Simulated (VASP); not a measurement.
## HoN: interstitial Na from one void to a neighbouring one

Aim: the barrier for one hop in HoN: interstitial Na from one void to a neighbouring one. The start is a cell from a database of measured crystal structures.

Calculated with VASP 6.6.1; r2SCAN, 4f electrons in the core; plane waves and PAW (Ho_3, N), in the first sound run; inputs show where later runs differ.

Most raw output is cut from this account.

## (1) The host crystal

It takes space group Fm-3m (No. 225, cubic). Conventional cell: a = 4.870 Å, b = 4.870 Å, c = 4.870 Å, α = 90.00°, β = 90.00°, γ = 90.00°. Nearest to Ho lie 6 N at 2.44 Å. Nearest to N lie 6 Ho at 2.44 Å. Farther neighbours and most contacts between anions are not listed.

As a file:

```cif
data_structure
_symmetry_space_group_name_H-M 'P 1'
_symmetry_Int_Tables_number 1
_cell_length_a 3.4436
_cell_length_b 3.4436
_cell_length_c 3.4436
_cell_angle_alpha 60.000
_cell_angle_beta 60.000
_cell_angle_gamma 60.000
_cell_volume 28.88
loop_
_atom_site_label
_atom_site_type_symbol
_atom_site_fract_x
_atom_site_fract_y
_atom_site_fract_z
_atom_site_occupancy
Ho1 Ho 0.00000 0.00000 0.00000 1
N2 N 0.50000 0.50000 0.50000 1
```

## (2) Relax the host

First cell and atoms are relaxed at a raised cutoff, so that later runs start from this functional's own cell.

INCAR reads:

```
SYSTEM = HoN
PREC = Accurate
ENCUT = 520
EDIFF = 1E-06
NELM = 120
ISMEAR = 0
SIGMA = 0.1
LREAL = .FALSE.
ALGO = Normal
METAGGA = R2SCAN
LASPH = .TRUE.
NBANDS = 13
LORBIT = 11
LWAVE = .FALSE.
LCHARG = .FALSE.
KPAR = 3
IBRION = 2
NSW = 40
ISIF = 3
EDIFFG = -0.02
POTIM = 0.4
```

POSCAR reads:

```
HoN
1.0
    0.0000000000      2.4350000000      2.4350000000
    2.4350000000      0.0000000000      2.4350000000
    2.4350000000      2.4350000000      0.0000000000
Ho N
1 1
Direct
    0.0000000000      0.0000000000      0.0000000000
    0.5000000000      0.5000000000      0.5000000000
```

KPOINTS reads:

```
Automatic mesh
0
Gamma
7 7 7
0 0 0
```

Potentials, in the order of the species: Ho_3 and N (PBE family, release 64).

Launch:

```
$ mpirun -np 3 vasp_std
```

Run time: 1.7 min. Hardware: 3 MPI ranks of AMD EPYC 7R43, shared host; peak memory 0.44 GiB; 5 min of CPU time.

The data set Ho_3 holds the 4f electrons frozen in the core, so no f bands or f moments appear. The gap is read on the k-mesh alone, so it is an upper bound where the band edges lie off the mesh. The PAW data sets were made with PBE, which is usual practice but a small mismatch for other functionals. The run keeps the 48 symmetry operations of its start, so it cannot find a distortion of lower symmetry.

Relaxation path:

| step | energy less that of the first step (eV) | largest force (eV/Å) | pressure (GPa) | volume (Å³) |
| --- | --- | --- | --- | --- |
| 1 | 0.0000 | 0.0000 | -1.66 | 28.88 |
| 2 | -0.0002 | 0.0000 | 1.49 | 28.38 |
| 3 | -0.0013 | 0.0000 | -0.09 | 28.62 |

| conventional cell, symmetrised | before | after | change |
| --- | --- | --- | --- |
| a (Å) | 4.870 | 4.856 | -0.3 % |
| b (Å) | 4.870 | 4.856 | -0.3 % |
| c (Å) | 4.870 | 4.856 | -0.3 % |
| volume (Å³/atom) | 14.44 | 14.31 | -0.9 % |

The relaxed structure:

```
Ho N
1.0
     0.00000    2.42783    2.42783
     2.42783    0.00000    2.42783
     2.42783    2.42783    0.00000
Ho N
1 1
Direct
  0.00000 0.00000 0.00000
  0.50000 0.50000 0.50000
```

Numbers from this step:

- electronic cycles: 27
- electrons: 14
- free energy (TOTEN): -46.13 eV
- Fermi energy: 4.034 eV
- labelled metallic, from the levels on this mesh: no
- gap on the k-mesh: 0.5496 eV
- least direct gap on the k-mesh: 0.9929 eV

The run ended after 3 ionic steps, 0.001 eV below its first step, once forces and stress met EDIFFG = -0.02.

## (3) Relax the start

This step: r2SCAN, spin-polarised, with small moments to start from, 4f electrons in the core; plane waves and PAW (Ho_3, N, Na) (VASP 6.6.1).

System of this step: NaHo8N8. The cell holds 17 atoms: 8 Ho, 8 N and 1 Na. Its edges and angles: a = 6.867 Å, b = 6.867 Å, c = 6.867 Å, α = 60.0°, β = 60.0°, γ = 60.0°. It derives from HoN. Nearest the centre at fractional (0.250, 0.250, 0.000): Na17 at 1.21 Å, N9 at 1.65 Å, Ho3 at 1.70 Å, N10 at 1.72 Å, Ho5 at 1.72 Å, N14 at 2.95 Å, N11 at 2.95 Å, Ho1 at 2.96 Å.

A path needs two true minima; the start is relaxed with symmetry off.

INCAR reads:

```
SYSTEM = NaHo8N8
PREC = Normal
ENCUT = 400
EDIFF = 1E-05
NELM = 120
ISMEAR = 0
SIGMA = 0.05
LREAL = Auto
ALGO = Normal
METAGGA = R2SCAN
LASPH = .TRUE.
NBANDS = 82
ISPIN = 2
MAGMOM = 0 0 0.6 0 0 0 0 0 0 0.6 0 0 0 0 0 0 0.6
LMAXMIX = 6
LORBIT = 11
LWAVE = .FALSE.
LCHARG = .FALSE.
NCORE = 3
IBRION = 2
NSW = 60
ISIF = 2
EDIFFG = -0.05
POTIM = 0.4
MAXMIX = 40
ISYM = 0
```

POSCAR reads:

```
NaHo8N8
1.0
    0.0000000000      4.8556682524      4.8556682524
    4.8556682524      0.0000000000      4.8556682524
    4.8556682524      4.8556682524      0.0000000000
Ho N Na
8 8 1
Direct
    0.0016608858     -0.0002998493      0.0017232752
    0.0054676051     -0.0036290340      0.4982614629
    0.0030534288      0.4984482075     -0.0006598629
    0.0005787107      0.5016731440      0.4995383576
    0.5001882847     -0.0021740848     -0.0008592941
    0.4982462129      0.0005491878      0.5019173984
    0.5010973946      0.4989361422     -0.0021567431
    0.5053059453      0.4988406490      0.5000241709
    0.2513332401      0.2479468916      0.2408861079
    0.2517570297      0.2491380971      0.7491229439
    0.2425706116      0.7558740720      0.2528490888
    0.2484904133      0.7542406768      0.7541732901
    0.7480093285      0.2526804417      0.2452024188
    0.7458407521      0.2513451073      0.7491039106
    0.7480003207      0.7515949153      0.2481083441
    0.7488339639      0.7490806726      0.7513126122
    0.1262732896      0.1250482517      0.1273973358
```

KPOINTS reads:

```
Automatic mesh
0
Gamma
2 2 2
0 0 0
```

PAW data sets: Ho_3, N and Na (PBE family, release 64).

Launch:

```
$ mpirun -np 3 vasp_std
```

Wall time 49 min (3 MPI ranks); peak memory 0.49 GiB.

The data set Na keeps the semicore shell frozen, which is cheaper and a little less accurate.

Relaxation path:

| step | energy less that of the first step (eV) | largest force (eV/Å) |
| --- | --- | --- |
| 1 | 0.0000 | 6.4111 |
| 2 | -1.9420 | 2.6234 |
| 3 | -2.2484 | 1.1367 |
| 4 | -2.4323 | 0.4062 |
| 5 | -2.4517 | 0.3629 |
| 6 | -2.4518 | 0.3626 |
| 7 | -2.4728 | 0.1529 |
| 8 | -2.4757 | 0.1002 |
| 9 | -2.4757 | 0.1008 |
| 10 | -2.4757 | 0.0994 |
| 11 | -2.4772 | 0.0695 |
| 12 | -2.4772 | 0.0743 |
| 13 | -2.4779 | 0.0262 |

The atoms that moved most (Å):

| atom | dx | dy | dz | length |
| --- | --- | --- | --- | --- |
| Ho1 | -0.105 | -0.121 | -0.109 | 0.194 |
| Ho3 | 0.110 | -0.113 | 0.097 | 0.185 |
| Ho2 | 0.122 | 0.085 | -0.107 | 0.184 |
| Ho5 | -0.089 | 0.100 | 0.111 | 0.174 |
| N9 | 0.083 | 0.066 | 0.036 | 0.112 |
| N11 | -0.071 | 0.051 | -0.023 | 0.090 |
| Ho8 | -0.020 | -0.047 | -0.038 | 0.064 |
| N14 | -0.029 | 0.047 | -0.011 | 0.057 |

The relaxed structure:

```xyz
17
Lattice="0.0000 4.8557 4.8557 4.8557 0.0000 4.8557 4.8557 4.8557 0.0000" Properties=species:S:1:pos:R:3 pbc="T T T"
Ho   -0.0978   -0.1050   -0.1020
Ho    2.5239    2.5312   -0.0983
Ho    2.5270   -0.1011    2.5325
Ho    4.8335    2.4486    2.4510
Ho   -0.1034    2.5245    2.5291
Ho    2.4477    4.8318    2.4511
Ho    2.4485    2.4455    4.8358
Ho    4.8297    4.8346    4.8379
N     2.4562    2.4557    2.4606
N     4.8236    4.8247    2.4606
N     4.8275    2.4568    4.8256
N     7.3087    4.8296    4.8335
N     2.4566    4.8197    4.8272
N     4.8285    7.3063    4.8307
N     4.8287    4.8277    7.3095
N     7.3061    7.3070    7.3109
Na    1.2138    1.2087    1.2156
```

Numbers from this step:

```yaml
electronic_cycles: 89
electrons: 113
free_energy_toten: -366.6005 eV
energy_at_zero_smearing: -366.5957 eV
fermi_energy: 5.499 eV
moment_of_the_cell_from_the_last_line_of_the_log: -0.0122 μB
labelled_metallic_from_the_levels_on_this_mesh: yes
```

Spin moment in the PAW sphere by atom:

| atom | spin moment in the PAW sphere (μB) |
| --- | --- |
| Ho1 | -0.0030 |
| Ho2 | -0.0030 |
| Ho3 | -0.0030 |
| Ho4 | -0.0020 |
| Ho5 | -0.0030 |
| Ho6 | -0.0020 |
| Ho7 | -0.0020 |
| Ho8 | -0.0020 |
| N9 | 0.0000 |
| N10 | 0.0000 |
| N11 | 0.0000 |
| N12 | 0.0000 |
| N13 | 0.0000 |
| N14 | 0.0000 |
| N15 | 0.0000 |
| N16 | 0.0000 |
| Na17 | 0.0000 |

The run ended after 13 ionic steps, 2.478 eV below its first step, once the forces on the free atoms met EDIFFG = -0.05.

The total moment is the log's last value; OUTCAR's line is one cycle older.

## (4) Relax the end

The end state is relaxed in the same way, so that both ends share their errors.

INCAR is that of step 3.

POSCAR reads:

```
NaHo8N8
1.0
    0.0000000000      4.8556682524      4.8556682524
    4.8556682524      0.0000000000      4.8556682524
    4.8556682524      4.8556682524      0.0000000000
Ho N Na
8 8 1
Direct
    0.0021592136     -0.0042245937      0.0008543872
   -0.0021345792      0.0059011759      0.4977199966
   -0.0031768746      0.5018839548     -0.0019665941
   -0.0015723872      0.4975268550      0.5026959868
    0.5017303653     -0.0036528591     -0.0009082970
    0.4976835867     -0.0044747729      0.5054447964
    0.5013854571      0.4973890603      0.0036587383
    0.5037409988      0.4973029214      0.4993574164
    0.2443922918      0.2495042505      0.2541858000
    0.2509051410      0.2522883384      0.7472585385
    0.2437811955      0.7512960502      0.2495015036
    0.2482612746      0.7491016286      0.7545386079
    0.7518844506      0.2500448589      0.2499508212
    0.7485283490      0.2510810628      0.7525280890
    0.7480718135      0.7426571484      0.2562766829
    0.7474180824      0.7467110513      0.7527178416
    0.3747494684      0.3788028533     -0.1274320282
```

KPOINTS is that of step 3.

Launch:

```
$ mpirun -np 3 vasp_std
```

Elapsed: 32 min, on 3 MPI ranks; peak memory 0.49 GiB; 1.6 h of CPU time.

The steps of the relaxation:

| step | energy less that of the first step (eV) | largest force (eV/Å) |
| --- | --- | --- |
| 1 | 0.0000 | 5.9913 |
| 2 | -1.4570 | 2.5927 |
| 3 | -1.7482 | 0.8063 |
| 4 | -1.8676 | 0.4142 |
| 5 | -1.8853 | 0.3324 |
| 6 | -1.8855 | 0.3400 |
| 7 | -1.9011 | 0.1386 |
| 8 | -1.9026 | 0.1020 |
| 9 | -1.9027 | 0.0986 |
| 10 | -1.9039 | 0.0469 |

The atoms that moved most (Å):

| atom | dx | dy | dz | length |
| --- | --- | --- | --- | --- |
| Ho8 | -0.085 | -0.115 | 0.087 | 0.167 |
| Ho3 | 0.102 | -0.078 | -0.099 | 0.162 |
| Ho7 | 0.098 | 0.084 | 0.093 | 0.159 |
| Ho5 | -0.078 | 0.095 | -0.101 | 0.159 |
| N11 | -0.027 | 0.058 | 0.039 | 0.075 |
| N10 | -0.028 | -0.019 | -0.052 | 0.063 |
| N12 | 0.019 | -0.045 | 0.034 | 0.059 |
| N14 | -0.046 | 0.028 | 0.023 | 0.059 |

The relaxed structure:

```xyz
17
Lattice="0.0000 4.8557 4.8557 4.8557 0.0000 4.8557 4.8557 4.8557 0.0000" Properties=species:S:1:pos:R:3 pbc="T T T"
Ho   -0.0207   -0.0174    0.0091
Ho    2.4501    2.4464    0.0150
Ho    2.5292   -0.1034    2.3223
Ho    4.8365    2.4500    2.3963
Ho   -0.0997    2.5266    2.3175
Ho    2.4491    4.8401    2.3913
Ho    2.5309    2.5362    4.9429
Ho    4.7542    4.7559    4.9472
N     2.4598    2.4594    2.3872
N     4.8253    4.8273    2.3908
N     4.8326    2.4536    4.8712
N     7.3200    4.8242    4.8765
N     2.4546    4.8345    4.8732
N     4.8273    7.3168    4.8767
N     4.8314    4.8316    7.2486
N     7.3101    7.3074    7.2459
Na    1.2180    1.2130    3.6375
```

This step gave:

```
electronic cycles                                 : 73
free energy (TOTEN)                               : -366.6002 eV
energy at zero smearing                           : -366.5955 eV
moment of the cell, from the last line of the log : 0.0639 μB
```

The run ended after 10 ionic steps, 1.904 eV below its first step, once the forces on the free atoms met EDIFFG = -0.05.

The total moment is the log's last value; OUTCAR's line is one cycle older.

## (5) Nudged elastic band

Images on a straight line between the ends relax across the path, while springs keep them spaced along it.

INCAR, as its differences from that of step 4:

```diff
@@ -15,12 +15,11 @@
 LMAXMIX = 6
-LORBIT = 11
 LWAVE = .FALSE.
 LCHARG = .FALSE.
-NCORE = 3
-IBRION = 2
+IMAGES = 3
+SPRING = -5
+IBRION = 1
+POTIM = 0.3
 NSW = 60
-ISIF = 2
 EDIFFG = -0.05
-POTIM = 0.4
-MAXMIX = 40
 ISYM = 0
+ISIF = 0
```

POSCAR reads:

```
NaHo8N8
1.0
    0.0000000000      4.8556682524      4.8556682524
    4.8556682524      0.0000000000      4.8556682524
    4.8556682524      4.8556682524      0.0000000000
Ho N Na
8 8 1
Direct
    0.9887588896      0.9902435169      0.9896089374
    0.9906254166      0.9891323648      0.5306529265
    0.9901546896      0.5313916442      0.9890328223
    0.0068035442      0.4979578677      0.4974700987
    0.5310312186      0.9898288454      0.9888812199
    0.4978885950      0.0069063549      0.4971912497
    0.4976469060      0.4982678242      0.0059862518
    0.4986724027      0.4976613298      0.4969885000
    0.2533146042      0.2534279734      0.2524237554
    0.2534808070      0.2532570299      0.7401450438
    0.2527891533      0.7410212868      0.2531761558
    0.2424322893      0.7529948694      0.7522000627
    0.7403967657      0.2537383948      0.2521930838
    0.7525807020      0.2422726317      0.7521220770
    0.7525767426      0.7527704094      0.2416727323
    0.7529114682      0.7527269757      0.7519229171
    0.1246432228      0.1256941697      0.1242769828
```

KPOINTS is that of step 4.

00/POSCAR reads:

```
NaHo8N8
1.0
    0.0000000000      4.8556682524      4.8556682524
    4.8556682524      0.0000000000      4.8556682524
    4.8556682524      4.8556682524      0.0000000000
Ho N Na
8 8 1
Direct
    0.9887588896      0.9902435169      0.9896089374
    0.9906254166      0.9891323648      0.5306529265
    0.9901546896      0.5313916442      0.9890328223
    0.0068035442      0.4979578677      0.4974700987
    0.5310312186      0.9898288454      0.9888812199
    0.4978885950      0.0069063549      0.4971912497
    0.4976469060      0.4982678242      0.0059862518
    0.4986724027      0.4976613298      0.4969885000
    0.2533146042      0.2534279734      0.2524237554
    0.2534808070      0.2532570299      0.7401450438
    0.2527891533      0.7410212868      0.2531761558
    0.2424322893      0.7529948694      0.7522000627
    0.7403967657      0.2537383948      0.2521930838
    0.7525807020      0.2422726317      0.7521220770
    0.7525767426      0.7527704094      0.2416727323
    0.7529114682      0.7527269757      0.7519229171
    0.1246432228      0.1256941697      0.1242769828
```

01/POSCAR reads:

```
NaHo8N8
1.0
    0.0000000000      4.8556682524      4.8556682524
    4.8556682524      0.0000000000      4.8556682524
    4.8556682524      4.8556682524      0.0000000000
Ho N Na
8 8 1
Direct
    0.9918893757      0.9928320240      0.9909925377
    0.9932599010      0.9923301086      0.5236539296
    0.9846277062      0.5260987298      0.9944403794
    0.0053558601      0.4965940857      0.4989898790
    0.5255416819      0.9844212010      0.9944775200
    0.4965262901      0.0051865304      0.4989799445
    0.5006177835      0.5008086662      0.0076859078
    0.5014051416      0.5005599823      0.4902048971
    0.2514293710      0.2515373621      0.2544982883
    0.2517095022      0.2514394294      0.7420482121
    0.2537496679      0.7424079587      0.2520529284
    0.2431101629      0.7545314799      0.7512460873
    0.7420164977      0.2544889836      0.2513375178
    0.7540667204      0.2431576137      0.7511763124
    0.7510383146      0.7511750348      0.2434089079
    0.7511462098      0.7511451460      0.7537122688
    0.1869923384      0.1880405261      0.0621486665
```

02/POSCAR reads:

```
NaHo8N8
1.0
    0.0000000000      4.8556682524      4.8556682524
    4.8556682524      0.0000000000      4.8556682524
    4.8556682524      4.8556682524      0.0000000000
Ho N Na
8 8 1
Direct
    0.9950198618      0.9954205312      0.9923761380
    0.9958943853      0.9955278524      0.5166549327
    0.9791007228      0.5208058155      0.9998479365
    0.0039081760      0.4952303037      0.5005096592
    0.5200521451      0.9790135566      1.0000738201
    0.4951639852      0.0034667059      0.5007686394
    0.5035886610      0.5033495082      0.0093855637
    0.5041378806      0.5034586348      0.4834212942
    0.2495441379      0.2496467508      0.2565728212
    0.2499381974      0.2496218289      0.7439513804
    0.2547101824      0.7437946307      0.2509297010
    0.2437880365      0.7560680904      0.7502921119
    0.7436362297      0.2552395724      0.2504819517
    0.7555527388      0.2440425958      0.7502305478
    0.7494998866      0.7495796602      0.2451450836
    0.7493809514      0.7495633164      0.7555016206
    0.2493414540      0.2503868825      0.0000203502
```

03/POSCAR reads:

```
NaHo8N8
1.0
    0.0000000000      4.8556682524      4.8556682524
    4.8556682524      0.0000000000      4.8556682524
    4.8556682524      4.8556682524      0.0000000000
Ho N Na
8 8 1
Direct
    0.9981503479      0.9980090383      0.9937597383
    0.9985288696      0.9987255962      0.5096559358
    0.9735737394      0.5155129012      1.0052554936
    0.0024604918      0.4938665217      0.5020294395
    0.5145626084      0.9736059123      1.0056701202
    0.4938016802      0.0017468814      0.5025573342
    0.5065595384      0.5058903503      0.0110852197
    0.5068706195      0.5063572874      0.4766376914
    0.2476589048      0.2477561396      0.2586473540
    0.2481668925      0.2478042284      0.7458545486
    0.2556706970      0.7451813026      0.2498064735
    0.2444659102      0.7576047009      0.7493381366
    0.7452559617      0.2559901611      0.2496263856
    0.7570387572      0.2449275778      0.7492847832
    0.7479614586      0.7479842856      0.2468812592
    0.7476156930      0.7479814868      0.7572909723
    0.3116905695      0.3127332389     -0.0621079662
```

04/POSCAR reads:

```
NaHo8N8
1.0
    0.0000000000      4.8556682524      4.8556682524
    4.8556682524      0.0000000000      4.8556682524
    4.8556682524      4.8556682524      0.0000000000
Ho N Na
8 8 1
Direct
    1.0012808340      1.0005975454      0.9951433386
    1.0011633540      1.0019233400      0.5026569389
    0.9680467560      0.5102199868      1.0106630507
    0.0010128077      0.4925027397      0.5035492198
    0.5090730716      0.9681982679      1.0112664203
    0.4924393753      0.0000270569      0.5043460290
    0.5095304159      0.5084311923      0.0127848757
    0.5096033584      0.5092559399      0.4698540885
    0.2457736716      0.2458655283      0.2607218869
    0.2463955877      0.2459866279      0.7477577169
    0.2566312116      0.7465679745      0.2486832461
    0.2451437838      0.7591413114      0.7483841612
    0.7468756937      0.2567407499      0.2487708196
    0.7585247756      0.2458125598      0.7483390186
    0.7464230306      0.7463889110      0.2486174348
    0.7458504346      0.7463996571      0.7590803240
    0.3740396851      0.3750795953     -0.1242362825
```

Launch:

```
$ mpirun -np 3 vasp_std
```

Run time: 2.3 h. Hardware: 3 MPI ranks; peak memory 0.94 GiB.

The run was stopped at its time limit, so it gives no result of its own.

## (6) Results

```
result : none
```

What this shows: The session ends without its result: «nudged elastic band» met its time limit.

[Lines on the potential files, build, host, timing and source positions are cut from VASP's logs without a mark.]

[Logs are printed without paths, hosts, clocks, repeated set-up lines and the standing remarks that a program may print on its own settings, such as how far it seeks lower states.]

[Hosts, paths, dates, database ids (printed as entryN), source tags and the programs' standing remarks are cut or masked in the printed files.]

[Runs that stopped without an error message from VASP are left out.]
